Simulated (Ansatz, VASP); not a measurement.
**TiC: VASP beside Ansatz**

Wanted: the spread between two codes on one cell, functional and k mesh. The structure shown is the end of the Ansatz relaxation below.

Method: plane waves, with VASP 6.6.1 beside it; single point at LDA, in Ansatz 0.2.0.

### Step 1. Starting point

The structure is tetragonal, space group I4/mmm (No. 139). The conventional cell has a = 3.043 Å, b = 3.043 Å, c = 4.242 Å, α = 90.00°, β = 90.00°, γ = 90.00°. Nearest to C lie 6 Ti at 2.12 to 2.15 Å. Ti has 6 C at 2.12 to 2.15 Å nearest. Farther neighbours are not listed.

### Step 2. Ansatz: relaxation, LDA

Ansatz runs on its PAW soft_1 files.

This run makes the geometry at which the two programs are then compared.

input.yaml reads:

```yaml
crystal:
  lattice:
    - [0.0, 2.1517175134, 2.1304133796]
    - [2.1517175134, 0.0, 2.1304133796]
    - [2.1517175134, 2.1517175134, 0.0]
  atoms:
    - { symbol: C, position: [0.5, 0.5, 0.5] }
    - { symbol: Ti, position: [0.0, 0.0, 0.0] }
  conventional_axes: [[-1, 1, 1], [1, -1, 1], [1, 1, -1]]
kpoints:
  mp_grid: { grid: [16, 16, 16] }
hamiltonian:
  xc: lda
  pseudopotentials: { kind: paw, azcp: { folder: soft_1 }, xc_functional: pbe }
scf:
  occupations: { method: methfessel_paxton, width: 0.2 }
output:
  forces: true
  stress: true
  eigenvalues: true
relax:
  adjacent_minimum: "off"
  f_tol: 0.001
  max_steps: 60
  cell: { stress_tol: 0.01, fix: [a, b, gamma] }
```

Started as:

```console
$ ansatz run input.yaml --threads 4 --pin off --max-ram 10240MiB --backend cpu --events-out ev --progress --plain --runs-dir out
```

Numbers of over 12 decimals in the logs are rounded to 6 here.

Output:

```text
Engine: ansatz 0.2.0, aarch64-unknown-linux-gnu
Pseudopotentials: kind: paw
Pseudopotential: C, paw, valence charge 4, recommended cutoff 420 eV (normal), soft_1/C.paw.azcp
Pseudopotential: Ti, paw, valence charge 12, recommended cutoff 420 eV (normal), soft_1/Ti.paw.azcp
Functional definition: SPW92
  exchange = slater_x
  correlation = pw_c
Crystal: 2 atoms, lattice volume = 19.727 Å³
Basis set: ecut = 420 eV, 379 PW (Γ)
Bands: 12, of which v1, the nominal top of the filled ones, is band 8 counted from 1 (7 counted from 0)
Symmetry: 16 space group operations
Space group: I4/mmm (ITA 139), of the structure as read, at distance tolerance 2.7e-5 Å
k-points: 349 of 4096
Non-local potential: C, projectors of the file, l = 0: 2, l = 1: 2, l = 2: 1
Non-local potential: Ti, projectors of the file, l = 0: 3, l = 1: 2, l = 2: 3, l = 3: 1
PAW form: soft (Blöchl's): semilocal exchange-correlation on the pseudo side does not see the compensation charge
PAW frozen core: C, regenerated for the run's functional, and the local potential with it (the file was generated under x = pbe(κ = 0.804, μ = 0.219515), c = pbe(β = 0.066725))
PAW frozen core: Ti, regenerated for the run's functional, and the local potential with it (the file was generated under x = pbe(κ = 0.804, μ = 0.219515), c = pbe(β = 0.066725))
PAW one-centre angular grid: C, 110 points (default); XC on 64 Gauss nodes
PAW one-centre angular grid: Ti, 590 points (default); XC on 64 Gauss nodes
Initial density: superposition of atomic densities (chi_scale 0.1, normalization cell, long waves kept (reshape's long-wave potential 0.00 eV rms))
Initial wavefunctions: pseudopotential atomic-orbital guess
Functional: x = slater, c = lda
SCF iter   1: F=—  HF=-2696.209899 eV  |F-HF|=—  |Δ(HF+E_count)|=         —  Δρ=1.42e-1  dr2=5.12e0  ethr=3.10e-3  ⟨swp⟩=4.3  Hψ=20064  notcnv=0
preconditioner: auto → none  [metal: Δε(μ)=0.104 eV  Ē_g=20.303 eV  σ=0.200 eV  W_gap=0.42  n_scr=8 (ndim 8)  ℏωp=31.3 eV  f_vac=0.000  D(μ)=0.21/eV (n_scr^D=0)  sad-step TF]
SCF iter   2: F=—  HF=-2695.685127 eV  |F-HF|=—  |Δ(HF+E_count)|=   5.25e-1  S|Δr|=    0.00e0  Δρ=9.87e-2  dr2=2.52e0  ethr=3.10e-3  ⟨swp⟩=2.0  Hψ=8299  notcnv=0
SCF iter   3: F=—  HF=-2695.184071 eV  |F-HF|=—  |Δ(HF+E_count)|=   5.01e-1  S|Δr|=    0.00e0  Δρ=1.15e-2  dr2=1.81e-2  ethr=3.10e-3  ⟨swp⟩=2.7  Hψ=8524  notcnv=0
SCF iter   4: F=—  HF=-2695.177799 eV  |F-HF|=—  |Δ(HF+E_count)|=   6.27e-3  S|Δr|=    0.00e0  Δρ=1.45e-3  dr2=1.53e-4  ethr=1.13e-4  ⟨swp⟩=2.6  Hψ=10288  notcnv=0
SCF iter   5: F=—  HF=-2695.177971 eV  |F-HF|=—  |Δ(HF+E_count)|=   1.72e-4  S|Δr|=    0.00e0  Δρ=3.46e-4  dr2=1.68e-5  ethr=9.58e-7  ⟨swp⟩=2.0  Hψ=5596  notcnv=0
SCF iter   6: F=—  HF=-2695.177970 eV  |F-HF|=—  |Δ(HF+E_count)|=   1.01e-6  S|Δr|=    0.00e0  Δρ=3.06e-5  dr2=1.58e-7  ethr=1.05e-7  ⟨swp⟩=2.0  Hψ=6656  notcnv=0
SCF iter   7: F=-2695.177970 eV  HF=-2695.177970 eV  |F-HF|=3.84e-10  |Δ(HF+E_count)|=   4.22e-8  S|Δr|=    0.00e0  Δρ=2.02e-6  dr2=5.06e-10  ethr=6.25e-10  ⟨swp⟩=5.0  Hψ=16990  notcnv=0
SCF 1 converged in 7 iterations: F = -2695.177970 eV  dr2 = 5.06e-10
  greatest PAW one-centre occupation: 0.998 electrons in one spin orbital (limit 2), on the Ti atom at site 1 (counted from 0), in its partial waves of l = 0
relax step   1: F+E_penalty+E_count = -2695.17796994 eV  Δ(F+E_penalty+E_count) = +0.000e0 eV  max|allowed force component| = 6.311e-30 eV/Å  Δτ_max = 0.0000 Å  P = -5.355 GPa  Ω = 19.727 Å³  fix = [a, b, gamma]  reactions: a -6.754, b -6.754 GPa  (7 SCF iters, dr2 threshold 1.00e-7 eV, accepted)
[...]
relax step   3: F+E_penalty+E_count = -2695.17878800 eV  Δ(F+E_penalty+E_count) = -1.572e-4 eV  max|allowed force component| = 3.146e-29 eV/Å  Δτ_max = 0.0000 Å  P = -4.137 GPa  Ω = 19.641 Å³  energy of the carried Pulay correction = +1.281e-4 eV  fix = [a, b, gamma]  reactions: a -6.217, b -6.217 GPa  (3 SCF iters, dr2 threshold 2.00e-7 eV, accepted)
[...]
relax step   4: F+E_penalty+E_count = -2695.17878691 eV  Δ(F+E_penalty+E_count) = +1.088e-6 eV  max|allowed force component| = 1.400e-29 eV/Å  Δτ_max = 0.0000 Å  P = -4.148 GPa  Ω = 19.641 Å³  energy of the carried Pulay correction = +1.269e-4 eV  fix = [a, b, gamma]  reactions: a -6.221, b -6.221 GPa  (3 SCF iters, dr2 threshold 1.49e-9 eV, accepted)
[...]
relax step   5: F+E_penalty+E_count = -2695.17867110 eV  Δ(F+E_penalty+E_count) = +1.158e-4 eV  max|allowed force component| = 1.494e-29 eV/Å  Δτ_max = 0.0000 Å  P = -4.156 GPa  Ω = 19.641 Å³  fix = [a, b, gamma]  reactions: a -6.225, b -6.225 GPa  stress off target by 1.69e-2 GPa on what of the cell is left free  SCF on the basis re-selected at this cell (its energy is not comparable with the rows above)  (4 SCF iters)
[...]
relax step   6: F+E_penalty+E_count = -2695.17867192 eV  Δ(F+E_penalty+E_count) = -8.294e-7 eV  max|allowed force component| = 1.144e-29 eV/Å  Δτ_max = 0.0000 Å  P = -4.148 GPa  Ω = 19.641 Å³  energy of the carried Pulay correction = +8.001e-7 eV  fix = [a, b, gamma]  reactions: a -6.222, b -6.222 GPa  (3 SCF iters, dr2 threshold 7.18e-10 eV, accepted)
[...]
relax step   7: F+E_penalty+E_count = -2695.17867034 eV  Δ(F+E_penalty+E_count) = +1.587e-6 eV  max|allowed force component| = 1.203e-29 eV/Å  Δτ_max = 0.0000 Å  P = -4.148 GPa  Ω = 19.641 Å³  fix = [a, b, gamma]  reactions: a -6.222, b -6.222 GPa  stress off target by 3.76e-4 GPa on what of the cell is left free  SCF on the basis re-selected at this cell (its energy is not comparable with the rows above)  (3 SCF iters)
basis re-selected at this cell: Δ(F+E_penalty+E_count) = +1.587e-6 eV, ΔP = -0.000 GPa vs the last step (what re-selecting the basis moved, of the pressure what is left beyond the Pulay correction that the steps carried, after the strain that the cell walked since its last selection, with what the two solves' SCF thresholds leave and, on support functions, any second-order correction that the steps lacked; it is no m [...]
SCF converged after 3 iterations
Stability not checked: this state was not tested for a lower state beside it, because cold or Methfessel-Paxton smearing, or corrected tetrahedra, fill the levels in a way that the test cannot read (fill_not_monotonic; see scf.lower_state_search)
Free energy (F): -2695.178670 eV
Harris-Foulkes:  -2695.178670 eV  (|F-HF|=4.55e-13)
Internal energy: -2695.178485 eV  (E = F + TS)
E sigma→0 (E₀):  -2695.178624 eV
Entropy (-TS):   -0.000185 eV (-0.093 meV/atom)
Fermi energy:    14.884921 eV
--- Per-component energies (eV) ---
  E_band       = -104.288781
  E_kinetic    = 367.764012
  E_local      = -814.129385  (includes V_loc(G=0)·N_el)
  E_nonlocal   = 88.471832
  E_hartree    = 320.288222
  E_xc         = -163.752306
  E_vxc        = -205.328448  (∫ρ·V_xc dr)
  E_paw        = -1085.227248  (= ΣΔE_a)
  E_vpaw       = -181.643159  (= ΣTr[D̂ρ^β])
  E_aug_tail   = -0.000067  (compensation charges beyond the density's cutoff)
  E_ewald      = -1408.982329
  E_core_change = 0.388783  (= ΣΔE_core)
  E_smearing   = -0.000185  (= −TS)
  E_closure    = 0.000000  (closes the sum)
  Σ components = -2695.178670   (vs F -2695.178670, Δ=0.00e0)
--- Forces (eV/Å), atoms counted from 1 ---
  atom   1  C     -0.00000000     0.00000000    -0.00000000
  atom   2  Ti     0.00000000     0.00000000     0.00000000
  max |Σ_I F_I| component: 1.77e-29 eV/Å
--- Stress (GPa, compression-positive) ---
       -6.221824       0.000000      -0.000000
        0.000000      -6.221824      -0.000000
       -0.000000      -0.000000      -0.000376
  P = ⅓ Tr σ = -4.1480 GPa (-41.480 kbar)
--- Band table (eV; the first three rows and the last of 349) ---
  k-point 0: bands = [... 4 lower, 2.5215, 15.5080, 15.5080, 15.6183, 16.6119, 16.6119, 16.6364, 16.6743]
  k-point 1: bands = [... 4 lower, 2.6146, 15.1001, 15.3165, 15.4024, 15.9176, 15.9599, 16.8749, 17.6588]
  k-point 2: bands = [... 4 lower, 2.8879, 14.2225, 14.5547, 14.6227, 15.9806, 16.0168, 17.2206, 18.7540]
  k-point 348: bands = [... 4 lower, 4.8415, 11.6040, 13.1064, 14.8422, 14.8422, 17.7576, 18.5530, 18.5530]
--- Relaxed structure (5 steps of the walk, 5 accepted, 2 SCFs on fresh bases) ---
  F+E_penalty+E_count = -2695.17867034 eV   max|allowed force component| = 1.203e-29 eV/Å   (the final SCF, on the basis selected at the relaxed cell)
  cell:  # Å, volume = 19.6408 Å³
    - [0.0, 2.1517175134, 2.121090]
    - [2.1517175134, 0, 2.121090]
    - [2.1517175134, 2.1517175134, 0]
  atoms:
    - { symbol: C, position: [0.500000, 0.500000, 0.500000] }
    - { symbol: Ti, position: [0, 0, 0] }
```

Reading the cycles: dr2 is the Hartree energy of the density residual (eV), the measure of convergence; HF is the Harris–Foulkes estimate of the energy, which meets the free energy F at convergence.

### Step 3. VASP: single point, LDA, pair 1

The same cell, functional (in two slightly different forms), mesh and smearing now go to VASP, with its own data sets.

Lines of VASP's logs that name or quote its potential files are left out, and so is its time.

INCAR reads:

```
SYSTEM = TiC
PREC = Accurate
ENCUT = 600
EDIFF = 1E-06
NELM = 120
ISMEAR = 1
SIGMA = 0.2
LREAL = .FALSE.
ALGO = Normal
GGA = CA
NBANDS = 14
LASPH = .TRUE.
LORBIT = 11
LWAVE = .FALSE.
LCHARG = .FALSE.
ISIF = 2
GGA_COMPAT = .FALSE.
KPAR = 2
```

POSCAR reads:

```
TiC
1.0
    0.0000000000      2.1517175134      2.1210899868
    2.1517175134      0.0000000000      2.1210899868
    2.1517175134      2.1517175134      0.0000000000
C Ti
1 1
Direct
    0.5000000000      0.5000000000      0.5000000000
    0.0000000000      0.0000000000      0.0000000000
```

KPOINTS reads:

```
Automatic mesh
0
Gamma
16 16 16
0 0 0
```

The projector-augmented-wave data sets are C and Ti_sv (LDA family, release 64).

Started as:

```console
$ mpirun -np 2 vasp_std
```

Output:

```text
[banner, memory and clock lines left out]
running    2 mpi-ranks, on    1 nodes
 distrk:  each k-point on    1 cores,    2 groups
 distr:  one band on    1 cores,    1 groups

 POSCAR found type information on POSCAR C Ti
 POSCAR found :  2 types and       2 ions
 LDA part: xc-table for (Slater(with rela. corr.)+CA(PZ))
 , standard interpolation
 POSCAR, INCAR and KPOINTS ok, starting setup
 FFT: planning ... GRIDC
 FFT: planning ... GRID_SOFT
 FFT: planning ... GRID
 WAVECAR not read
 entering main loop
       N       E                     dE             d eps       ncg     rms          rms(c)
DAV:   1     0.125229234762E+03    0.12523E+03   -0.89664E+03  9786   0.151E+03
DAV:   2    -0.173363584778E+02   -0.14257E+03   -0.13410E+03 10342   0.370E+02
DAV:   3    -0.256527867836E+02   -0.83164E+01   -0.81253E+01 12928   0.862E+01
DAV:   4    -0.260020245965E+02   -0.34924E+00   -0.34896E+00 12386   0.161E+01
DAV:   5    -0.260102373153E+02   -0.82127E-02   -0.82123E-02 13184   0.219E+00    0.186E+01
DAV:   6    -0.212079660046E+02    0.48023E+01   -0.13263E+01 14014   0.606E+01    0.698E+00
DAV:   7    -0.205832697668E+02    0.62470E+00   -0.23276E+00 11886   0.230E+01    0.523E+00
DAV:   8    -0.205525241130E+02    0.30746E-01   -0.11704E-01 10750   0.384E+00    0.352E+00
DAV:   9    -0.205356642098E+02    0.16860E-01   -0.11202E-01 12158   0.414E+00    0.667E-01
DAV:  10    -0.205351691525E+02    0.49506E-03   -0.10900E-02 13150   0.135E+00    0.645E-01
DAV:  11    -0.205330652916E+02    0.21039E-02   -0.49927E-03 10564   0.106E+00    0.174E-01
DAV:  12    -0.205330301431E+02    0.35148E-04   -0.33656E-04 11188   0.196E-01    0.501E-02
DAV:  13    -0.205330187242E+02    0.11419E-04   -0.27003E-05 11560   0.424E-02    0.684E-03
DAV:  14    -0.205330183818E+02    0.34232E-06   -0.74481E-07  8286   0.127E-02
   1 F= -.20533018E+02 E0= -.20532960E+02  d E =-.176352E-03
```

OUTCAR, selected parts (step 3):

```text
ion  position               nearest neighbor table
   1  0.500  0.500  0.500-   2 2.12   2 2.12   2 2.15   2 2.15   2 2.15   2 2.15
   2  0.000  0.000  0.000-   1 2.12   1 2.12   1 2.15   1 2.15   1 2.15   1 2.15

  LATTYP: Found a body centered tetragonal cell.
 ALAT       =     3.0429880898
 C/A-ratio  =     1.3940836600

 Subroutine GETGRP returns: Found 16 space group operations
 (whereof 16 operations were pure point group operations)

The static configuration has the point symmetry D_4h.

 Found    349 irreducible k-points:

   k-points           NKPTS =    349   k-points in BZ     NKDIM =    349   number of bands    NBANDS=     14

   dimension x,y,z NGX =    24 NGY =   24 NGZ =   24
   dimension x,y,z NGXF=    48 NGYF=   48 NGZF=   48

   ENCUT  =  600.0 eV  44.10 Ry    6.64 a.u.   6.03  6.03  6.08*2*pi/ulx,y,z

   NELECT =      16.0000    total number of electrons

 k-points in reciprocal lattice and weights: Automatic mesh
   0.00000000  0.00000000  0.00000000       0.000
   0.06250000  0.00000000  0.00000000       0.002
   0.12500000  0.00000000  0.00000000       0.002
   0.18750000  0.00000000  0.00000000       0.002
   0.25000000  0.00000000  0.00000000       0.002
   0.31250000  0.00000000  0.00000000       0.002
   0.37500000  0.00000000  0.00000000       0.002
   0.43750000  0.00000000  0.00000000       0.002
   0.50000000  0.00000000  0.00000000       0.001
[...]
-0.31250000  0.18750000  0.50000000       0.001
  -0.25000000  0.25000000  0.50000000       0.000

 average (electrostatic) potential at core
       1 -48.3513       2 -70.6967

 E-fermi :   9.6247

 k-point     1 :       0.0000    0.0000    0.0000
  band No.  band energies     occupation
      1     -46.1443      2.00000
      2     -22.5367      2.00000
      3     -22.5367      2.00000
      4     -22.5204      2.00000
      5      -2.7260      2.00000
      6      10.2437     -0.00011
      7      10.2437     -0.00011
      8      10.3531     -0.00000
      9      11.3486     -0.00000
     10      11.3486     -0.00000
    ...

 k-point     2 :       0.0625    0.0000    0.0000
  band No.  band energies     occupation
      1     -46.1409      2.00000
      2     -22.5563      2.00000
      3     -22.5390      2.00000
      4     -22.5259      2.00000
      5      -2.6330      2.00000
      6       9.8373     -0.06095
      7      10.0528     -0.00989
      8      10.1384     -0.00170
      9      10.6515     -0.00000
     10      10.6941     -0.00000
    ...

 k-point     3 :       0.1250    0.0000    0.0000
  band No.  band energies     occupation
    ...
      4     -22.5326      2.00000
      5      -2.3598      2.00000
      6       8.9618      2.00003
      7       9.2926      2.04060
      8       9.3609      2.06851
      9      10.7147     -0.00000
     10      10.7507     -0.00000
     11      11.9545     -0.00000
     12      13.4856     -0.00000
     13      13.5978     -0.00000
    ...

  Total       -0.6970846     -0.6970846      0.0732308      0.0000000     -0.0000000     -0.0000000
  in kB      -56.8638757    -56.8638757      5.9737200      0.0000000     -0.0000000     -0.0000000
  external PRESSURE =     -35.9180105 kB  Pullay stress =       0.0000000 kB

  energy-cutoff  :      600.00
  volume of cell :       19.64
      direct lattice vectors                 reciprocal lattice vectors
     0.000000000  2.151717513  2.121089987    -0.232372510  0.232372510  0.235727858
     2.151717513  0.000000000  2.121089987     0.232372510 -0.232372510  0.235727858
     2.151717513  2.151717513  0.000000000     0.232372510  0.232372510 -0.235727858

 POSITION                                       TOTAL-FORCE (eV/Angst)
 -----------------------------------------------------------------------------------
      2.15172      2.15172      2.12109        -0.000000      0.000000      0.000000
      0.00000      0.00000      0.00000         0.000000     -0.000000     -0.000000
 -----------------------------------------------------------------------------------
    total drift:                                0.000000     -0.000000     -0.000000

  FREE ENERGIE OF THE ION-ELECTRON SYSTEM (eV)
  ---------------------------------------------------
  free  energy   TOTEN  =       -20.5330183818 eV

  energy  without entropy=      -20.5328420300  energy(sigma->0) =      -20.53295960

 total charge
# of ion       s       p       d       tot
------------------------------------------
    1        0.889   1.520   0.000   2.409
    2        2.208   6.267   2.024  10.500
--------------------------------------------------
tot          3.097   7.788   2.024  12.910

[... 3 further parts left out ...]
```

The run ends at a pressure of -3.59 GPa.

### Step 4. Side by side

Known differences besides the potentials themselves: the two LDA forms differ slightly; the cutoff is 420 eV in Ansatz and 600 eV in VASP; VASP's log shows a relativistic correction to its local exchange, Ansatz's none; Ansatz's pressure holds a Pulay correction, VASP's none. Total energies have different zeros and are not compared.

The two programs side by side:

| quantity | Ansatz | VASP | difference |
| --- | --- | --- | --- |
| pressure (GPa) | -4.15 | -3.59 | -0.56 |

### Step 5. Ansatz: relaxation, LDA

This run makes the geometry at which the two programs are then compared. The cell compared in this pair holds 19.95 Å³, against 19.64 Å³ for the pair before.

The structure compared here is the end of the Ansatz relaxation.

input.yaml: that of step 2 with these lines changed.

```diff
@@ -2,5 +2,5 @@
   lattice:
-    - [0.0, 2.1517175134, 2.1304133796]
-    - [2.1517175134, 0.0, 2.1304133796]
-    - [2.1517175134, 2.1517175134, 0.0]
+    - [0.0, 2.1730216472, 2.1210899868]
+    - [2.1730216472, 0.0, 2.1210899868]
+    - [2.1730216472, 2.1730216472, 0.0]
   atoms:
```

Started as:

```console
$ ansatz run input.yaml --threads 4 --pin off --max-ram 10240MiB --backend cpu --events-out ev --progress --plain --runs-dir out
```

Output:

```text
[...]
Crystal: 2 atoms, lattice volume = 20.032 Å³
Basis set: ecut = 420 eV, 387 PW (Γ)
Bands: 12, of which v1, the nominal top of the filled ones, is band 8 counted from 1 (7 counted from 0)
Symmetry: 16 space group operations
[...]
k-points: 349 of 4096
[...]
k-point 348: bands = [... 4 lower, 4.6483, 11.4477, 12.8677, 14.4889, 14.4889, 17.4349, 18.2095, 18.2095]
--- Relaxed structure (5 steps of the walk, 5 accepted, 2 SCFs on fresh bases) ---
[...]
cell:  # Å, volume = 19.9491 Å³
    - [0.0, 2.1730216472, 2.112348]
    - [2.1730216472, 0.0, 2.112348]
    - [2.1730216472, 2.1730216472, 0.0]
  atoms:
    - { symbol: C, position: [0.500000, 0.500000, 0.5] }
    - { symbol: Ti, position: [0, 0, 0] }
[key lines of the parts left out:]
SCF converged after 3 iterations
Free energy (F): -2695.156623 eV
Fermi energy:    14.617545 eV
P = ⅓ Tr σ = -7.8548 GPa (-78.548 kbar)
```

(Continued in part 2 of 2.)

[Lines on the potential files, build, host, timing and source positions are cut from VASP's logs without a mark.]

[Logs are printed without paths, hosts, clocks, repeated set-up lines and the standing remarks that a program may print on its own settings, such as how far it seeks lower states.]

[Hosts, paths, dates, database ids (printed as entryN), source tags and the programs' standing remarks are cut or masked in the printed files.]
